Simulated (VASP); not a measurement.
Crystal: NaCaF3.

```
Na Ca F
1.0
     4.39365    0.00000    0.00000
     0.00000    4.39365    0.00000
     0.00000    0.00000    4.39365
Na Ca F
1 1 3
Cartesian
  0.0000 0.0000 0.0000
  2.1968 2.1968 2.1968
  2.1968 0.0000 0.0000
  0.0000 2.1968 0.0000
  0.0000 0.0000 2.1968
```

The cell was built by a generator and needn't be a form met in nature.

* Program: VASP 6.6.1
* Task: relaxation of cell and atoms
* Functional: PBE
* Potentials or basis: VASP PAW PBE potentials, release 64 (Na_pv, Ca_sv, F)
* Cutoff: 600 eV
* k mesh: 4 × 4 × 4
* Occupations: gaussian, width 0.1 eV
* Spin: no spin polarisation

At the start: pressure -7.9 GPa; volume 16.96 Å³/atom.

**Question.** Where does the relaxation end?

**Answer.** Over 4 steps the energy falls by 95.5 meV/atom and the volume is 13.77 Å³/atom (-18.8 %); space group Pm-3m (No. 221, to 0.05 Å).

Step by step:
| step | energy change (eV) | largest force (eV/Å) | pressure (GPa) | volume (Å³) |
| --- | --- | --- | --- | --- |
| 1 | 0.0000 | 0.0000 | -7.92 | 84.82 |
| 2 | -0.3910 | 0.0000 | -4.26 | 74.94 |
| 3 | -0.4762 | 0.0000 | -0.59 | 69.60 |
| 4 | -0.4774 | 0.0000 | 0.08 | 68.83 |

Final structure:
```
CELL_PARAMETERS angstrom
4.09821 0.00000 0.00000
0.00000 4.09821 0.00000
0.00000 0.00000 4.09821
ATOMIC_POSITIONS crystal
Na 0.00000 0.00000 0.00000
Ca 0.50000 0.50000 0.50000
F 0.50000 0.00000 0.00000
F 0.00000 0.50000 0.00000
F 0.00000 0.00000 0.50000
```

Caveat: the volume moved by over 15 % at a fixed basis, so the end points are rough.
